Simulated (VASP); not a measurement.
# A VASP study of AlPbBrO2 (LDA): structure first, properties next

Wanted: the relaxed cell of AlPbBrO2 and its properties. The steps: rough relaxation of the start cell, full relaxation (LDA), density, ELF and potential (LDA), band structure (LDA), density of states (LDA), field gradients at the nuclei (LDA) and elastic constants (LDA). The cell is invented: it takes the structure of a Materials Project entry for BiPbBrO2 (space group 107 there), with some of its atoms replaced by other elements, volume scaled by an estimate. It may not be a known or stable phase.

Method: LDA; plane waves and PAW (Pb_d, Br, Al, O); invented cell, in VASP 6.6.1.

### Step 1. Set-up

Before any relaxation, the start is as follows. It takes space group I4mm (No. 107, tetragonal). Conventional cell: a = 3.854 Å, b = 3.854 Å, c = 12.681 Å, α = 90.00°, β = 90.00°, γ = 90.00°. Nearest to Pb lie 4 O at 2.34 Å and 4 Br at 3.38 Å. Nearest to Br lie 4 Al at 3.35 Å and 4 Pb at 3.38 Å. Nearest to Al lie 4 O at 2.20 Å. Nearest to O lie 2 Al at 2.20 Å and 2 Pb at 2.34 Å. It derives from BiPbBrO2. it takes the structure of a Materials Project entry for BiPbBrO2 (space group 107 there), with some of its atoms replaced by other elements, volume scaled by an estimate. Farther neighbours and most contacts between anions are not listed.

Structure file:

```xyz
5
Lattice="-1.9271 1.9271 6.3405 1.9271 -1.9271 6.3405 1.9271 1.9271 -6.3405" Properties=species:S:1:pos:R:3 pbc="T T T"
Pb    0.0000    0.0000    8.2702
Br    0.0000    0.0000   12.6055
Al    0.0000    0.0000    4.3170
O     0.0000    1.9271    3.2548
O     1.9271    0.0000    3.2548
```

### Step 2. Rough relaxation of the start cell

The start is only an estimate, so a cheap relaxation brings it near a minimum before any careful run. LDA, the lowest rung, knows the local density alone.

The input, INCAR:

```
SYSTEM = AlPbBrO2
PREC = Normal
ENCUT = 520
EDIFF = 1E-05
NELM = 60
ISMEAR = 0
SIGMA = 0.05
LREAL = .FALSE.
ALGO = Fast
GGA = CA
NBANDS = 24
LORBIT = 11
LWAVE = .FALSE.
LCHARG = .FALSE.
KPAR = 2
IBRION = 2
NSW = 40
ISIF = 3
EDIFFG = -0.04
```

The input, POSCAR:

```
AlPbBrO2
1.0
   -1.9271160000      1.9271160000      6.3404910000
    1.9271160000     -1.9271160000      6.3404910000
    1.9271160000      1.9271160000     -6.3404910000
Pb Br Al O
1 1 1 2
Direct
    0.6521740000      0.6521740000      0.0000000000
    0.9940500000      0.9940500000      0.0000000000
    0.3404330000      0.3404330000      0.0000000000
    0.7566710000      0.2566710000      0.5000000000
    0.2566710000      0.7566710000      0.5000000000
```

The input, KPOINTS:

```
Automatic mesh
0
Gamma
6 6 6
0 0 0
```

The projector-augmented-wave data sets are Pb_d, Br, Al and O (LDA family, release 64).

On the command line:

```sh
$ mpirun -np 2 vasp_std
```

The log of the run:

```text
[banner, memory and clock lines left out]
running    2 mpi-ranks, on    1 nodes
 distrk:  each k-point on    1 cores,    2 groups
 distr:  one band on    1 cores,    1 groups

 POSCAR found type information on POSCAR PbBrAlO
 POSCAR found :  4 types and       5 ions
 LDA part: xc-table for (Slater(with rela. corr.)+CA(PZ))
 , standard interpolation
 POSCAR, INCAR and KPOINTS ok, starting setup
 FFT: planning ... GRIDC
 FFT: planning ... GRID_SOFT
 FFT: planning ... GRID
 WAVECAR not read
 entering main loop
       N       E                     dE             d eps       ncg     rms          rms(c)
DAV:   1     0.324546211342E+03    0.32455E+03   -0.17168E+04  1440   0.150E+03
DAV:   2     0.803509944009E+01   -0.31651E+03   -0.30184E+03  1568   0.386E+02
DAV:   3    -0.311428219147E+02   -0.39178E+02   -0.37357E+02  1912   0.133E+02
DAV:   4    -0.324920801221E+02   -0.13493E+01   -0.13470E+01  1616   0.276E+01
DAV:   5    -0.325391848672E+02   -0.47105E-01   -0.47088E-01  2024   0.518E+00    0.116E+01
RMM:   6    -0.282350876261E+02    0.43041E+01   -0.14737E+01  1493   0.193E+01    0.541E+00
RMM:   7    -0.279509136970E+02    0.28417E+00   -0.15178E+00  1546   0.129E+01    0.266E+00
RMM:   8    -0.278378539219E+02    0.11306E+00   -0.72510E-01  1524   0.516E+00    0.439E-01
RMM:   9    -0.278453140629E+02   -0.74601E-02   -0.19220E-01  1791   0.336E+00    0.190E-01
RMM:  10    -0.278470345319E+02   -0.17205E-02   -0.32292E-02  1736   0.122E+00    0.122E-01
RMM:  11    -0.278473356585E+02   -0.30113E-03   -0.61881E-03  1852   0.556E-01    0.476E-02
RMM:  12    -0.278474600398E+02   -0.12438E-03   -0.16583E-03  1805   0.242E-01    0.295E-02
RMM:  13    -0.278474602467E+02   -0.20686E-06   -0.28597E-04  1507   0.109E-01    0.675E-03
RMM:  14    -0.278474625843E+02   -0.23377E-05   -0.47713E-05  1141   0.426E-02
   1 F= -.27847463E+02 E0= -.27847463E+02  d E =-.278475E+02
 curvature:   0.00 expect dE= 0.000E+00 dE for cont linesearch  0.000E+00
 trial: gam= 0.00000 g(F)=  0.171E+01 g(S)=  0.161E+01 ort = 0.000E+00 (trialstep = 0.100E+01)
 search vector abs. value=  0.331E+01
 bond charge predicted
       N       E                     dE             d eps       ncg     rms          rms(c)
DAV:   1    -0.435966109621E+02   -0.15749E+02   -0.49114E+02  1832   0.265E+02    0.259E+01
RMM:   2    -0.299579454881E+02    0.13639E+02   -0.46998E+01  1530   0.689E+01    0.676E+00
RMM:   3    -0.294156288374E+02    0.54232E+00   -0.11315E+01  1751   0.262E+01    0.295E+00
RMM:   4    -0.294618690943E+02   -0.46240E-01   -0.29420E+00  1643   0.137E+01    0.174E+00
RMM:   5    -0.295087888450E+02   -0.46920E-01   -0.90909E-01  1786   0.900E+00    0.835E-01
RMM:   6    -0.295219537034E+02   -0.13165E-01   -0.24568E-01  1806   0.391E+00    0.670E-01
RMM:   7    -0.295232145629E+02   -0.12609E-02   -0.22695E-02  1783   0.127E+00    0.371E-01
RMM:   8    -0.295242324688E+02   -0.10179E-02   -0.79688E-03  1719   0.662E-01    0.128E-01
RMM:   9    -0.295240089552E+02    0.22351E-03   -0.16422E-03  1542   0.517E-01    0.699E-02
RMM:  10    -0.295239782713E+02    0.30684E-04   -0.78309E-04  1738   0.296E-01    0.209E-02
RMM:  11    -0.295240028009E+02   -0.24530E-04   -0.28904E-04  1685   0.124E-01    0.277E-02
RMM:  12    -0.295240018181E+02    0.98280E-06   -0.23703E-05   967   0.523E-02
   2 F= -.29524002E+02 E0= -.29524002E+02  d E =-.167654E+01
[... from here on, the cycles between the ionic steps are left out ...]
   3 F= -.29545011E+02 E0= -.29545011E+02  d E =-.169755E+01
   4 F= -.30177429E+02 E0= -.30177429E+02  d E =-.632418E+00
   5 F= -.30177527E+02 E0= -.30177527E+02  d E =-.632516E+00
   6 F= -.30214127E+02 E0= -.30214127E+02  d E =-.365991E-01
   7 F= -.30222754E+02 E0= -.30222754E+02  d E =-.452269E-01
   8 F= -.30247730E+02 E0= -.30247730E+02  d E =-.249756E-01
   9 F= -.30275267E+02 E0= -.30275267E+02  d E =-.525130E-01
  10 F= -.30279705E+02 E0= -.30279705E+02  d E =-.443774E-02
  11 F= -.30280482E+02 E0= -.30280482E+02  d E =-.521514E-02
  12 F= -.30289118E+02 E0= -.30289118E+02  d E =-.863610E-02
 trial-energy change:   -0.008636  1 .order   -0.008597   -0.010936   -0.006257
 step:   3.2527(harm=  3.2527)  dis= 0.07059  next Energy=   -30.293262 (dE=-0.128E-01)
 bond charge predicted
       N       E                     dE             d eps       ncg     rms          rms(c)
DAV:   1    -0.302926325581E+02   -0.35182E-02   -0.41284E+00  1696   0.115E+01    0.828E-01
RMM:   2    -0.302942369331E+02   -0.16044E-02   -0.11350E-01  1543   0.240E+00    0.294E-01
RMM:   3    -0.302940161509E+02    0.22078E-03   -0.23964E-02  1765   0.119E+00    0.159E-01
RMM:   4    -0.302936810495E+02    0.33510E-03   -0.33436E-03  1675   0.468E-01    0.522E-02
RMM:   5    -0.302936680736E+02    0.12976E-04   -0.60644E-04  1869   0.202E-01    0.160E-02
RMM:   6    -0.302936763886E+02   -0.83150E-05   -0.12052E-04  1398   0.841E-02    0.101E-02
RMM:   7    -0.302936774766E+02   -0.10880E-05   -0.19754E-05   969   0.404E-02
  13 F= -.30293677E+02 E0= -.30293677E+02  d E =-.131951E-01
 curvature:  -3.47 expect dE=-0.262E-02 dE for cont linesearch -0.403E-05
 trial: gam= 0.20526 g(F)=  0.126E-03 g(S)=  0.628E-03 ort = 0.140E-03 (trialstep = 0.176E+01)
 search vector abs. value=  0.152E-02
 reached required accuracy - stopping structural energy minimisation
```

The job ended after 5.7 min (2 MPI ranks of AMD EPYC 7R43, shared host; peak memory 0.47 GiB).

Lines that name or quote the potential files are left out of all logs, and their timing lines are given in words.

OUTCAR, selected parts (step 2):

```text
ion  position               nearest neighbor table
   1  0.652  0.652  0.000-   5 2.34   4 2.34   4 2.34   5 2.34   2 3.38   2 3.38   2 3.38   2 3.38
                             3 3.62   3 3.62   3 3.62   3 3.62
   2  0.994  0.994  0.000-   1 3.38   1 3.38   1 3.38   1 3.38
   3  0.340  0.340  0.000-   4 2.20   5 2.20   5 2.20   4 2.20   1 3.62   1 3.62   1 3.62   1 3.62

  LATTYP: Found a body centered tetragonal cell.
 ALAT       =     3.8542320000
 C/A-ratio  =     3.2901449627

 Subroutine GETGRP returns: Found  8 space group operations
 (whereof  8 operations were pure point group operations)

The static configuration has the point symmetry C_4v.

 Found     30 irreducible k-points:

   k-points           NKPTS =     30   k-points in BZ     NKDIM =     30   number of bands    NBANDS=     24

   dimension x,y,z NGX =    40 NGY =   40 NGZ =   40
   dimension x,y,z NGXF=    80 NGYF=   80 NGZF=   80

   ENCUT  =  520.0 eV  38.22 Ry    6.18 a.u.  12.83 12.83 12.83*2*pi/ulx,y,z

   NELECT =      36.0000    total number of electrons

 k-points in reciprocal lattice and weights: Automatic mesh
   0.00000000  0.00000000  0.00000000       0.005
   0.16666667  0.00000000  0.00000000       0.037
   0.33333333  0.00000000  0.00000000       0.037
   0.50000000  0.00000000 -0.00000000       0.019
   0.16666667  0.16666667 -0.00000000       0.037
   0.33333333  0.16666667 -0.00000000       0.074
   0.50000000  0.16666667 -0.00000000       0.074
  -0.33333333  0.16666667 -0.00000000       0.074
  -0.16666667  0.16666667  0.00000000       0.019
[...]
-0.33333333 -0.33333333  0.33333333       0.009
   0.50000000  0.50000000  0.50000000       0.005

 average (electrostatic) potential at core
       1 -91.3761       2 -65.9363       3 -73.4713       4 -70.7394       5 -70.7394

 E-fermi :   4.7568

 k-point     1 :       0.0000    0.0000    0.0000
  band No.  band energies     occupation
    ...
     14       2.9612      2.00000
     15       3.1965      2.00000
     16       3.1965      2.00000
     17       3.5244      2.00000
     18       3.5244      2.00000
     19       7.5269      0.00000
     20       8.5602      0.00000
     21      10.7279      0.00000
     22      10.7279      0.00000
     23      11.2430      0.00000
    ...

 k-point     2 :       0.1667    0.0000    0.0000
  band No.  band energies     occupation
    ...
     14       2.5482      2.00000
     15       2.9380      2.00000
     16       3.0800      2.00000
     17       3.6096      2.00000
     18       4.1307      2.00000
     19       7.4645      0.00000
     20       9.2286      0.00000
     21      10.0142      0.00000
     22      10.8035      0.00000
     23      11.0426      0.00000
    ...

 k-point     3 :       0.3333    0.0000    0.0000
  band No.  band energies     occupation
    ...
     14       1.9654      2.00000
     15       2.3090      2.00000
     16       2.9070      2.00000
     17       3.8491      2.00000
     18       4.4025      2.00000
     19       7.4237      0.00000
     20       9.1875      0.00000
     21      10.4590      0.00000
     22      10.9491      0.00000
     23      11.2941      0.00000
    ...

  Total        0.1801195      0.1801195     -0.0139326      0.0000000     -0.0000000     -0.0000000
  in kB        3.4383400      3.4383400     -0.2659623      0.0000000     -0.0000000     -0.0000000
  external PRESSURE =       2.2035726 kB  Pullay stress =       0.0000000 kB

  energy-cutoff  :      520.00
  volume of cell :       83.93
      direct lattice vectors                 reciprocal lattice vectors
    -1.823931533  1.823931533  6.307326698     0.000000000  0.274133097  0.079272888
     1.823931533 -1.823931533  6.307326698     0.274133097  0.000000000  0.079272888
     1.823931533  1.823931533 -6.307326698     0.274133097  0.274133097  0.000000000

 POSITION                                       TOTAL-FORCE (eV/Angst)
 -----------------------------------------------------------------------------------
      0.00000      0.00000      8.17207        -0.000000     -0.000000     -0.019152
      0.00000      0.00000      0.04584         0.000000      0.000000      0.011832
      0.00000      0.00000      3.77257        -0.000000     -0.000000      0.039831
      0.00000      1.82393      3.46574         0.000000     -0.000000     -0.016256
      1.82393      0.00000      3.46574        -0.000000      0.000000     -0.016256
 -----------------------------------------------------------------------------------
    total drift:                               -0.000002     -0.000002      0.005465

  FREE ENERGIE OF THE ION-ELECTRON SYSTEM (eV)
  ---------------------------------------------------
  free  energy   TOTEN  =       -30.2936774766 eV

  energy  without entropy=      -30.2936774766  energy(sigma->0) =      -30.29367748

 reached required accuracy - stopping structural energy minimisation

 total charge
# of ion       s       p       d       tot
------------------------------------------
    1        1.497   0.535   9.878  11.910
    2        1.620   3.224   0.014   4.858
    3        0.320   0.365   0.000   0.685
    4        1.548   3.511   0.000   5.059
    5        1.548   3.511   0.000   5.059
--------------------------------------------------
tot          6.533  11.146   9.892  27.571

[... 3 further parts left out ...]
```

CONTCAR:

```
AlPbBrO2
   1.00000000000000
    -1.8239315327661405    1.8239315327661405    6.3073266976690707
     1.8239315327661405   -1.8239315327661405    6.3073266976690707
     1.8239315327661405    1.8239315327661405   -6.3073266976690707
  Pb              Br              Al              O
     1     1     1     2
Direct
     0.6478232308355052    0.6478232308355052    0.0000000000000000
     0.0036339193340935    0.0036339193340935    0.0000000000000000
     0.2990627396767878    0.2990627396767878    0.0000000000000000
     0.7747395550768045    0.2747395550768045    0.5000000000000000
     0.2747395550768045    0.7747395550768045    0.5000000000000000
```

The gap is read on the k-mesh alone, so it is an upper bound where the band edges lie off the mesh. This relaxation is a rough one on cheap settings, only to bring the start near its minimum. After so large a change of volume the plane waves of the start cell no longer fit, so the final stress carries a basis-set error. The run keeps the 8 symmetry operations of its start, so it cannot find a distortion of lower symmetry.

Relaxation path:

| step | energy less that of the first step (eV) | largest force (eV/Å) | pressure (GPa) | volume (Å³) |
| --- | --- | --- | --- | --- |
| 1 | 0.0000 | 4.8311 | -12.67 | 94.19 |
| 2 | -1.6765 | 2.9167 | 10.38 | 75.31 |
| 3 | -1.6975 | 2.4364 | 7.00 | 76.81 |
| 4 | -2.3300 | 0.4473 | 4.24 | 77.92 |
| 5 | -2.3301 | 0.4595 | 4.18 | 77.93 |
| 6 | -2.3667 | 0.6293 | -2.25 | 82.49 |
| 7 | -2.3753 | 0.4478 | -0.43 | 81.06 |
| 8 | -2.4003 | 0.3455 | -0.17 | 81.60 |
| 9 | -2.4278 | 0.2151 | 0.69 | 83.17 |
| 10 | -2.4322 | 0.1606 | -1.26 | 84.97 |
| 11 | -2.4330 | 0.1624 | -0.72 | 84.43 |
| 12 | -2.4417 | 0.0977 | -0.31 | 84.22 |
| 13 | -2.4462 | 0.0398 | 0.22 | 83.93 |

| conventional cell, symmetrised | before | after | change |
| --- | --- | --- | --- |
| a (Å) | 3.854 | 3.648 | -5.4 % |
| b (Å) | 3.854 | 3.648 | -5.4 % |
| c (Å) | 12.681 | 12.615 | -0.5 % |
| volume (Å³/atom) | 18.84 | 16.79 | -10.9 % |

The atoms that moved most (Å, as changes of fractional coordinates times the final cell):

| atom | dx | dy | dz | length |
| --- | --- | --- | --- | --- |
| Al3 | 0.000 | 0.000 | -0.522 | 0.522 |
| O4 | 0.000 | 0.000 | 0.228 | 0.228 |
| O5 | 0.000 | 0.000 | 0.228 | 0.228 |
| Br2 | 0.000 | 0.000 | 0.121 | 0.121 |
| Pb1 | 0.000 | 0.000 | -0.055 | 0.055 |

The relaxed structure:

```
Pb Br Al O
1.0
    -1.82393    1.82393    6.30733
     1.82393   -1.82393    6.30733
     1.82393    1.82393   -6.30733
Pb Br Al O
1 1 1 2
Direct
  0.64782 0.64782 0.00000
  0.00363 0.00363 0.00000
  0.29906 0.29906 0.00000
  0.77474 0.27474 0.50000
  0.27474 0.77474 0.50000
```

This step gave:

```yaml
electrons: 36
bands: 24
irreducible_k_points: 30
symmetry_operations: 8
free_energy_toten: -30.29 eV
fermi_energy: 4.757 eV
pressure: 0.2204 GPa
metallic: no
valence_top_at_k: -0.3333, 0.5, 0.3333
conduction_bottom_at_k: 0.5, 0.5, 0.5
least_direct_gap_at_k: 0.5, 0.5, 0.5
scf_cycles_over_all_ionic_steps: 107
gap_on_the_k_mesh: 2.347 eV
least_direct_gap_on_the_k_mesh: 2.541 eV
```

It ends with a largest force of 0.040 eV/Å and a pressure of 0.22 GPa.

(Part 1 of 4 ends here.)

[Lines on the potential files, build, host, timing and source positions are cut from VASP's logs without a mark.]

[Logs are printed without paths, hosts, clocks, repeated set-up lines and the standing remarks that a program may print on its own settings, such as how far it seeks lower states.]

[Hosts, paths, dates, database ids (printed as entryN), source tags and the programs' standing remarks are cut or masked in the printed files.]

[A measured line is paired with the nearest computed mode of its activity, which favours agreement.]
